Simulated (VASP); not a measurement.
**A VASP study of AlRu (AM05): structure first, properties next**

Aim: relax AlRu, then compute properties on the relaxed cell. The steps: full relaxation (AM05), second relaxation, density, ELF and potential (AM05), band structure (AM05), total and projected DOS (AM05), volume scan with AM05 and fit for AM05. Left out of this account: at least 1 further run (relaxation: not told here). The start is a cell from a database of measured crystal structures.

Main program and level: VASP 6.6.1; AM05; plane waves and PAW (Al, Ru_pv).

Report form: the programs' logs are mostly left out.

### 1. The structure

Before any relaxation, the start is as follows. Symmetry: Pm-3m, No. 221, cubic system. Conventional cell: a = 2.992 Å, b = 2.992 Å, c = 2.992 Å, α = 90.00°, β = 90.00°, γ = 90.00°. Nearest to Al lie 8 Ru at 2.59 Å. Ru has 8 Al at 2.59 Å nearest. Farther neighbours are not listed.

Structure file:

```xyz
2
Lattice="2.9916 0.0000 0.0000 0.0000 2.9916 0.0000 0.0000 0.0000 2.9916" Properties=species:S:1:pos:R:3 pbc="T T T"
Al    0.0000    0.0000    0.0000
Ru    1.4958    1.4958    1.4958
```

### 2. Full relaxation (AM05)

The start need not lie at this functional's minimum. ISIF = 3 frees volume, shape and positions, and EDIFFG sets the threshold on forces and stress at which the search stops. AM05 is built from the electron gas and the surface model, and does well on lattice constants.

Contents of INCAR:

```
SYSTEM = AlRu
PREC = Accurate
ENCUT = 400
EDIFF = 1E-06
NELM = 100
ISMEAR = 1
SIGMA = 0.2
LREAL = .FALSE.
ALGO = Normal
GGA = AM
NBANDS = 14
LASPH = .TRUE.
LORBIT = 11
LWAVE = .FALSE.
LCHARG = .FALSE.
KPAR = 2
IBRION = 2
NSW = 60
ISIF = 3
EDIFFG = -0.01
```

Contents of POSCAR:

```
AlRu
1.0
    2.9916000000      0.0000000000      0.0000000000
    0.0000000000      2.9916000000      0.0000000000
    0.0000000000      0.0000000000      2.9916000000
Al Ru
1 1
Direct
    0.0000000000      0.0000000000      0.0000000000
    0.5000000000      0.5000000000      0.5000000000
```

Contents of KPOINTS:

```
Automatic mesh
0
Gamma
8 8 8
0 0 0
```

The projector-augmented-wave data sets are Al and Ru_pv (PBE family, release 64).

The run is started by

```
mpirun -np 2 vasp_std
```

The job ended after 31 s (2 MPI ranks of AMD EPYC 7R43, shared host; peak memory 0.19 GiB; 59 s of CPU time).

This run has no spin polarisation. Its electron count is odd, so without a moment it is a metal by construction. The k-mesh is coarse for a metal. The PAW data sets were made with PBE, which is usual practice but a small mismatch for other functionals. The run keeps the 48 symmetry operations of its start, so it cannot find a distortion of lower symmetry.

The steps of the relaxation:

| step | energy less that of the first step (eV) | largest force (eV/Å) | pressure (GPa) | volume (Å³) |
| --- | --- | --- | --- | --- |
| 1 | 0.0000 | 0.0000 | -3.93 | 26.77 |
| 2 | 0.0104 | 0.0000 | 7.08 | 25.52 |
| 3 | -0.0061 | 0.0000 | -0.01 | 26.29 |

| conventional cell, symmetrised | before | after | change |
| --- | --- | --- | --- |
| a (Å) | 2.992 | 2.974 | -0.6 % |
| b (Å) | 2.992 | 2.974 | -0.6 % |
| c (Å) | 2.992 | 2.974 | -0.6 % |
| volume (Å³/atom) | 13.39 | 13.15 | -1.8 % |

Final coordinates:

```xyz
2
Lattice="2.9736 0.0000 0.0000 0.0000 2.9736 0.0000 0.0000 0.0000 2.9736" Properties=species:S:1:pos:R:3 pbc="T T T"
Al    0.0000    0.0000    0.0000
Ru    1.4868    1.4868    1.4868
```

Numbers from this step:

```yaml
electrons: 17
bands: 14
irreducible_k_points: 35
symmetry_operations: 48
free_energy_toten: -15.13 eV
energy_at_zero_smearing: -15.13 eV
fermi_energy: 10.91 eV
pressure: -0.008436 GPa
metallic_judged_on_the_points_sampled: yes
scf_cycles_over_all_ionic_steps: 27
```

It ends with forces that vanish by symmetry and a pressure of -0.01 GPa. The volume lies -1.8 % from that of the database's start, part of which can be the thermal and zero-point expansion of its experiment.

### 3. Second relaxation

The basis stayed that of the start cell while the cell moved. A rerun from the cell reached resets it; the error of the finite cutoff stays.

INCAR is that of step 2.

Contents of POSCAR:

```
AlRu
1.0
    2.9735542491      0.0000000000      0.0000000000
    0.0000000000      2.9735542491      0.0000000000
    0.0000000000      0.0000000000      2.9735542491
Al Ru
1 1
Direct
    0.0000000000      0.0000000000      0.0000000000
    0.5000000000      0.5000000000      0.5000000000
```

KPOINTS is that of step 2.

The run is started by

```
mpirun -np 2 vasp_std
```

Run time: 13 s. Hardware: 2 MPI ranks; peak memory 0.17 GiB.

Little changed from the start: no atom moved by 0.005 Å and no cell edge by 0.1 %.

This step gave:

```
energy at zero smearing         : -15.12 eV
pressure                        : -0.08378 GPa
SCF cycles over all ionic steps : 12
```

It ends with forces that vanish by symmetry and a pressure of -0.08 GPa. The volume moved by under 0.01 %: the run met its threshold at the first step.

### 4. Density, ELF and potential (AM05)

The relaxed cell gets a fresh self-consistent run, on a basis set for its own volume, to fix the density and to check the remaining stress.

INCAR: that of step 3 with these lines changed.

```diff
@@ -14,7 +14,5 @@
 LWAVE = .FALSE.
-LCHARG = .FALSE.
-KPAR = 2
-IBRION = 2
-NSW = 60
-ISIF = 3
-EDIFFG = -0.01
+LCHARG = .TRUE.
+ISIF = 2
+LELF = .TRUE.
+LVHAR = .TRUE.
```

POSCAR is that of step 3.

KPOINTS is that of step 3.

The run is started by

```
mpirun -np 2 vasp_std
```

Elapsed: 14 s, on 2 MPI ranks; peak memory 0.16 GiB; 26 s of CPU time.

This step gave:

```yaml
scf_cycles: 12
```

Valence electrons inside each PAW sphere by angular momentum. Sphere charges, by row:

```csv
atom,s (e),p (e),d (e),tot (e)
Al1,0.392,0.427,0,0.819
Ru2,0.338,6.253,6.226,12.82
```

Electrostatic potential energy in the ac plane at fractional y = 0.000, with atoms of Al within 0.2 Å of it. With pseudopotentials it is smooth inside the atoms' cores, unlike the true potential.

Ten even steps from '0' (-90 eV) to '9' (2 eV):
```
002589999998520
124789999998742
557899999999875
888999999999988
999999999999999
999999999999999
999999999999999
999999999999999
999999999999999
999999999999999
888999999999988
557899999999875
124789999998742
002589999998520
001589999998510
```
Columns run along a (3.0 Å; values clipped at the 3rd and 97th percentile), rows up along c (3.0 Å). Atoms in or near the plane, at fractional coordinates: Al at (0.00, 0.00).

ELF in the ac plane at fractional y = 0.000, with atoms of Al within 0.2 Å of it. It is the smooth field of the valence electrons, not physical close to the nuclei.

Ten even steps from '0' (0.00) to '9' (0.50):
```
001368888886310
012589888898521
235899888899853
668999877899986
889998777789998
888887777778888
888877777777888
888877777777888
888887777778888
889998777789998
668999877899986
235899888899853
012589888898521
001368888886310
000268888886200
```
Columns run along a (3.0 Å), rows up along c (3.0 Å). Atoms in or near the plane, at fractional coordinates: Al at (0.00, 0.00).

Valence density in the ac plane at fractional y = 0.000, with atoms of Al within 0.2 Å of it. It is the smooth field of the valence electrons, not physical close to the nuclei.

Ten even steps from '_' (0.00 e/Å³) to '@' (0.29 e/Å³):
```
__..--++################++--..
::--==**##%%%%####%%%%##**==--
++++**##%%%%%%%%%%%%%%%%##**++
**####%%@@@@%%%%%%%%@@@@%%####
####%%%%@@@@@@@@@@@@@@@@%%%%##
####%%%%%%@@@@@@@@@@@@%%%%%%##
######%%%%@@@@@@@@@@@@%%%%####
######%%%%@@@@@@@@@@@@%%%%####
####%%%%%%@@@@@@@@@@@@%%%%%%##
####%%%%@@@@@@@@@@@@@@@@%%%%##
**####%%@@@@%%%%%%%%@@@@%%####
++++**##%%%%%%%%%%%%%%%%##**++
::--==**##%%%%####%%%%##**==--
__..--++################++--..
____::++**############**++::__
```
Columns run along a (3.0 Å), rows up along c (3.0 Å). Atoms in or near the plane, at fractional coordinates: Al at (0.00, 0.00).

In this run the pressure is -0.08 GPa, small enough to go on; single stress components reach 0.08 GPa.

### 5. Band structure (AM05)

Levels along the symmetry lines show where the bands peak and cross; KPOINTS_OPT computes them in the converged potential.

Contents of INCAR:

```
SYSTEM = AlRu
PREC = Accurate
ENCUT = 400
EDIFF = 1E-06
NELM = 100
ISMEAR = 1
SIGMA = 0.2
LREAL = .FALSE.
ALGO = Normal
GGA = AM
NBANDS = 20
LASPH = .TRUE.
LORBIT = 11
LWAVE = .FALSE.
LCHARG = .FALSE.
KPAR = 2
```

POSCAR is that of step 4.

KPOINTS is that of step 4.

Contents of KPOINTS_OPT:

```
Line mode
16
Line-mode
Reciprocal
  0.00000000   0.00000000   0.00000000 GAMMA
  0.00000000   0.50000000   0.00000000 X

  0.00000000   0.50000000   0.00000000 X
  0.50000000   0.50000000   0.00000000 M

  0.50000000   0.50000000   0.00000000 M
  0.00000000   0.00000000   0.00000000 GAMMA

  0.00000000   0.00000000   0.00000000 GAMMA
  0.50000000   0.50000000   0.50000000 R

  0.50000000   0.50000000   0.50000000 R
  0.00000000   0.50000000   0.00000000 X

  0.50000000   0.50000000   0.00000000 M
  0.50000000   0.50000000   0.50000000 R
```

The run is started by

```
mpirun -np 2 vasp_std
```

Wall time 32 s (2 MPI ranks); peak memory 0.2 GiB.

Spin-orbit coupling is off here; it would split degenerate levels.

Numbers from this step:

```
bands    : 20
pressure : -0.07763 GPa
```

Electronic bands along the path, in eV, zero at the Fermi level; # counts the bands kept in this run:

```
          point     #2     #3     #4     #5     #6    #7    #8     #9
              Γ  -3.74  -3.74   0.17   0.17   0.17  6.11  6.11   6.11
0.47 of the way  -3.60  -3.40  -0.80  -0.80   0.28  3.32  7.88   7.88
              X  -5.56  -2.92  -1.67  -1.67   0.43  2.31  7.33  11.05
0.47 of the way  -4.95  -2.36  -1.70  -1.48  -0.41  2.17  7.49   7.72
              M  -3.22  -1.46  -1.46  -1.23  -1.23  1.53  5.36   6.44
0.47 of the way  -3.65  -2.75  -1.79  -0.89  -0.64  3.31  5.48   9.28
              Γ  -3.74  -3.74   0.17   0.17   0.17  6.11  6.11   6.11
0.47 of the way  -3.01  -3.01  -1.45  -1.38  -1.38  5.43  5.43   6.50
              R  -4.78  -4.78   1.63   1.63   2.71  4.08  4.08   4.08
0.47 of the way  -3.94  -3.66  -1.34  -1.11   0.96  2.48  6.33   8.33
              X  -5.56  -2.92  -1.67  -1.67   0.43  2.31  7.33  11.05
      jump to M  -3.22  -1.46  -1.46  -1.23  -1.23  1.53  5.36   6.44
0.47 of the way  -3.71  -3.71  -1.68   1.57   1.65  1.65  4.89   5.25
              R  -4.78  -4.78   1.63   1.63   2.71  4.08  4.08   4.08
```

Of the projections kept (Al, Ru), the largest for each band there, as a share of the weight inside these atoms' spheres; weight between the spheres isn't counted:

```csv
point,#2,#3,#4,#5,#6,#7,#8,#9
Γ,Ru 1.00,Ru 1.00,Ru 1.00,Ru 1.00,Ru 1.00,Al 0.63,Al 0.63,Al 0.63
X,Al 0.67,Ru 1.00,Ru 0.95,Ru 0.95,Ru 1.00,Ru 0.96,-,Ru 1.00
M,Ru 1.00,Al 0.51,Al 0.51,Ru 1.00,Ru 1.00,Ru 1.00,Ru 1.00,Ru 0.68
Γ,Ru 1.00,Ru 1.00,Ru 1.00,Ru 1.00,Ru 1.00,Al 0.63,Al 0.63,Al 0.63
R,Ru 0.85,Ru 0.85,Ru 1.00,Ru 1.00,Al 1.00,Ru 1.00,Ru 1.00,Ru 1.00
X,Al 0.67,Ru 1.00,Ru 0.95,Ru 0.95,Ru 1.00,Ru 0.96,-,Ru 1.00
```

There is no gap at this level.

### 6. Total and projected DOS (AM05)

A density of states needs more k-points than a total energy, and tetrahedra (ISMEAR = -5) or a smearing that fits the mesh; LORBIT projects the states on the PAW spheres. The mesh is finer than in the run before.

INCAR: that of step 5 with these lines changed.

```diff
@@ -5,3 +5,3 @@
 NELM = 100
-ISMEAR = 1
+ISMEAR = -5
 SIGMA = 0.2
@@ -16 +16,2 @@
 KPAR = 2
+NEDOS = 2001
```

POSCAR is that of step 5.

Contents of KPOINTS:

```
Automatic mesh
0
Gamma
11 11 11
0 0 0
```

The run is started by

```
mpirun -np 2 vasp_std
```

Elapsed: 23 s, on 2 MPI ranks; peak memory 0.18 GiB; 43 s of CPU time.

With tetrahedra the forces and stress of a metal are not exact derivatives of the energy.

Numbers from this step:

```
SCF cycles                                           : 11
irreducible k-points                                 : 56
free energy (TOTEN)                                  : -15.16 eV
Fermi energy                                         : 10.83 eV
pressure                                             : -0.4717 GPa
DOS at the Fermi level, one point of the energy grid : 1.819 states/eV/cell
```

The density of states has structure finer than the step of the table below, so its rows give means over 0.5 eV, whole bins alone (the curve runs from -12.0 to 7.93 eV). Peaks (eV: height): total -3.43: 2.76, -1.69: 2.87, -0.93: 3.83, 2.40: 2.23; Ru d -3.43: 1.63, -1.69: 1.92, -0.93: 2.93, 2.40: 1.59; Al p -3.81: 0.182, -1.69: 0.126, 2.40: 0.109, 7.63: 0.133; Ru p -5.93: 0.0885, -1.69: 0.0927, -0.55: 0.0743, 6.57: 0.0955; Ru s -6.23: 0.0712, -3.81: 0.128, 2.40: 0.119, 5.96: 0.176.

States under -12.0 eV and over 7.9 eV are left out. The density of states by energy, zero at the Fermi level; means over each step; values in states/eV/cell:

```csv
energy (eV),total,Ru d,Al p,Ru p,Ru s,Al s
-10.5,0,0,0,0,0,0
-10.0,1.5e-4,0,0,0,3.3e-5,3.0e-5
-9.5,0.0566,0,3.1e-4,4.8e-4,0.0128,0.0115
-9.0,0.131,5.6e-4,0.00143,0.00223,0.0278,0.0259
-8.5,0.183,0.00194,0.00303,0.00473,0.0361,0.0354
-8.0,0.236,0.00537,0.00527,0.00818,0.0421,0.0443
-7.5,0.299,0.0123,0.00799,0.0126,0.0472,0.0548
-7.0,0.382,0.0280,0.0113,0.0185,0.0503,0.0684
-6.5,0.550,0.0706,0.0162,0.0283,0.0536,0.0976
-6.0,1.38,0.362,0.0282,0.0568,0.0545,0.245
-5.5,0.614,0.232,0.0216,0.0166,0.00612,0.0867
-5.0,0.375,0.122,0.0244,0.0139,0.0205,0.0305
-4.5,0.610,0.226,0.0503,0.0185,0.0429,0.0183
-4.0,1.62,0.701,0.132,0.0438,0.0928,0.0211
-3.5,2.36,1.29,0.131,0.0567,0.0680,0.0174
-3.0,1.73,1.10,0.0771,0.0438,0.00548,0.00162
-2.5,1.18,0.716,0.0629,0.0465,2.0e-4,0.00126
-2.0,1.66,1.09,0.0702,0.0593,0.0118,0.00290
-1.5,2.01,1.43,0.0740,0.0457,0.0184,0.00378
-1.0,3.07,2.35,0.0724,0.0482,0.0449,0.00398
-0.5,2.59,1.98,0.0447,0.0677,0.0224,0.00387
0.0,1.72,1.34,0.0262,0.0557,0.0142,0.00267
0.5,0.580,0.376,0.0148,0.0396,0.00922,0.00177
1.0,0.305,0.169,0.00922,0.0291,0.00708,0.00126
1.5,0.200,0.106,0.00615,0.0206,0.00540,0.00106
2.0,0.439,0.305,0.0179,0.0242,0.00783,0.00170
2.5,1.38,0.925,0.0757,0.0522,0.0616,0.0155
3.0,0.843,0.456,0.0628,0.0531,0.0291,0.0250
3.5,0.669,0.277,0.0569,0.0550,0.0180,0.0437
4.0,0.477,0.170,0.0481,0.0483,0.00961,0.0264
4.5,0.372,0.101,0.0429,0.0384,0.00602,0.0332
5.0,0.273,0.0589,0.0263,0.0239,0.00651,0.0449
5.5,0.581,0.155,0.0323,0.0384,0.0603,0.0763
6.0,1.37,0.393,0.0891,0.0867,0.136,0.148
6.5,1.14,0.305,0.0997,0.0882,0.0721,0.108
7.0,1.07,0.271,0.105,0.0766,0.0542,0.0896
7.5,1.25,0.260,0.117,0.0709,0.0434,0.0673
```

The finer mesh and the other smearing move the Fermi level by -0.08 eV from the 8×8×8 run, one measure of the sampling error in the zero of the bands above. Of the states within 0.3 eV of the Fermi level, the largest shares in the PAW spheres are Ru d 77 %. The rest lies in smaller channels or between the spheres.

### 7. Volume scan with AM05

An equation of state needs energies on both sides of the minimum, all on one mesh and cutoff.

Contents of INCAR:

```
SYSTEM = AlRu
PREC = Accurate
ENCUT = 400
EDIFF = 1E-06
NELM = 100
ISMEAR = 1
SIGMA = 0.2
LREAL = .FALSE.
ALGO = Normal
GGA = AM
NBANDS = 14
LASPH = .TRUE.
LORBIT = 11
LWAVE = .FALSE.
LCHARG = .FALSE.
KPAR = 2
ISIF = 2
```

Contents of POSCAR:

```
AlRu
1.0
    2.9128524359      0.0000000000      0.0000000000
    0.0000000000      2.9128524359      0.0000000000
    0.0000000000      0.0000000000      2.9128524359
Al Ru
1 1
Direct
    0.0000000000      0.0000000000      0.0000000000
    0.5000000000      0.5000000000      0.5000000000
```

Contents of KPOINTS:

```
Automatic mesh
0
Gamma
8 8 8
0 0 0
```

The run is started by

```
mpirun -np 2 vasp_std
```

Run time: 14 s. Hardware: 2 MPI ranks; peak memory 0.19 GiB; 25 s of CPU time.

The scan keeps the cell's shape and the fractional positions fixed.

Numbers from this step:

- SCF cycles: 12
- bands: 14
- irreducible k-points: 35
- free energy (TOTEN): -15.05 eV
- energy at zero smearing: -15.05 eV
- Fermi energy: 11.83 eV
- pressure: 15.56 GPa

The pressure here is 15.56 GPa.

(Part 1 of 2 ends here.)

[Lines on the potential files, build, host, timing and source positions are cut from VASP's logs without a mark.]

[Logs are printed without paths, hosts, clocks, repeated set-up lines and the standing remarks that a program may print on its own settings, such as how far it seeks lower states.]

[Hosts, paths, dates, database ids (printed as entryN), source tags and the programs' standing remarks are cut or masked in the printed files.]

[A measured line is paired with the nearest computed mode of its activity, which favours agreement.]

[In band tables of VASP the shares of atoms and orbitals are scaled to a sum of 1 inside the atoms' spheres.]
